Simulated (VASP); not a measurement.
VASP runs on BeTe (space group F-43m) share one base input (LDA (Ceperley-Alder, Perdew-Zunger), plane waves, VASP's LDA PAW potentials (set 64)) and change the settings named in each case.

**INCAR**
```
SYSTEM=BeTe
PREC=Accurate; ENCUT=300; LREAL=.FALSE.
LASPH=.TRUE.
EDIFF=1E-6; NELM=100; ALGO=Normal
LMAXMIX=4
ISMEAR=-1; SIGMA=0.01
ISIF=2
LWAVE=.FALSE.; LCHARG=.FALSE.
```

KPOINTS:
```
Automatic mesh
0
Gamma
8 8 8
0 0 0
```

POSCAR:
```
BeTe
1
    0.0000000000     2.8150000000     2.8150000000
    2.8150000000     0.0000000000     2.8150000000
    2.8150000000     2.8150000000     0.0000000000
Be Te
1 1
Direct
  0.0000000000   0.0000000000   0.0000000000
  0.2500000000   0.2500000000   0.2500000000
```

POTCAR, in this order: Be Te (LDA.64 set). Program: vasp_std.

```json
[
 {"change": "base run", "E(σ→0) (eV/atom)": "-4.3573", "pressure (GPa)": "-2.14"},
 {"change": "GGA = PS, POTCAR Be Te (PBE.64 set)", "E(σ→0) (eV/atom)": "-4.1069", "pressure (GPa)": "-0.54"},
 {"change": "GGA_COMPAT = .FALSE., LNONCOLLINEAR = .TRUE., LSORBIT = .TRUE., MAGMOM = 0.0 0.0 0.0 0.0 0.0 0.0, program vasp_ncl", "E(σ→0) (eV/atom)": "-4.4021", "pressure (GPa)": "…"},
 {"change": "KPOINTS 3×3×3 Γ-centred mesh", "E(σ→0) (eV/atom)": "-4.1921", "pressure (GPa)": "-0.55"}
]
```

Task: Some entries are withheld; supply them.

Result: 
- GGA_COMPAT = .FALSE., LNONCOLLINEAR = .TRUE., LSORBIT = .TRUE., MAGMOM = 0.0 0.0 0.0 0.0 0.0 0.0, program vasp_ncl, pressure (GPa): -2.09

Energies of different potentials or functionals have different zeros.  Unless said otherwise, spin-orbit coupling is left out, though it shifts the bands of the heavy elements here. At 300 eV the pressure can carry a Pulay error.

Left out are runs that ran out of time, are held back, or changed the cell or the kind of run, fixed moments of cells without a moment, rows past the twelfth, gaps on odd meshes, pressures of charged cells and columns that move by less than the noise.

The structure is a typed BeTe crystal (F-43m). The cell was not relaxed at this level.
